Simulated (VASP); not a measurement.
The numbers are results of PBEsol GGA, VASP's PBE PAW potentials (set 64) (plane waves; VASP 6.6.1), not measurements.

The input files of a VASP run:

### POSCAR
```
Bi2Se3 monolayer
1
    4.1301005958    -0.0000000000     0.0000000000
   -2.0650502978     3.5767718656     0.0000000000
    0.0000000000     0.0000000000    22.9099130653
Bi Se
2 3
Direct
  0.3333330000   0.6666670000   0.4155570000
  0.0000000000   0.0000000000   0.5844430000
  0.0000000000   0.0000000000   0.3485840000
  0.6666670000   0.3333330000   0.5000000000
  0.3333330000   0.6666670000   0.6514160000
```

### INCAR
```
SYSTEM = Bi2Se3 monolayer
PREC = Normal
ENCUT = 400
EDIFF = 1E-5
NELM = 100
ALGO = Normal
LREAL = .FALSE.
LASPH = .TRUE.
ISMEAR = 0
SIGMA = 0.05
GGA = PS
LMAXMIX = 4
LWAVE = .TRUE.
LCHARG = .FALSE.
NELMIN = 4
IBRION = 2
ISIF = 4
NSW = 50
EDIFFG = -0.03
```

File KPOINTS:
```
Automatic mesh
0
Gamma
12 12 1
0 0 0
```

POTCAR, in this order: Bi_d Se (PBE.64 set). Program: vasp_std.

### Question
Estimate the energy per atom (σ→0).

### Answer

| Item | Result |
|---|---|
| energy per atom (σ→0) | -4.391 eV/atom |

### OSZICAR
```
...
   2 F= -.21952266E+02 E0= -.21952266E+02  d E =-.385396E-02
       N       E                     dE             d eps       ncg     rms          rms(c)
DAV:   1    -0.219520689318E+02    0.19615E-03   -0.24401E-01  1152   0.254E+00    0.912E-02
DAV:   2    -0.219527028155E+02   -0.63388E-03   -0.89888E-03  1552   0.823E-01    0.496E-02
DAV:   3    -0.219526524145E+02    0.50401E-04   -0.17394E-04  1620   0.102E-01    0.248E-02
DAV:   4    -0.219526329550E+02    0.19459E-04   -0.18731E-05   784   0.451E-02    0.851E-03
DAV:   5    -0.219526329635E+02   -0.84201E-08   -0.16709E-05   704   0.309E-02
   3 F= -.21952633E+02 E0= -.21952633E+02  d E =-.422093E-02
```

The cell is a sheet with vacuum, built from Bi2Se3 (tetradymite).
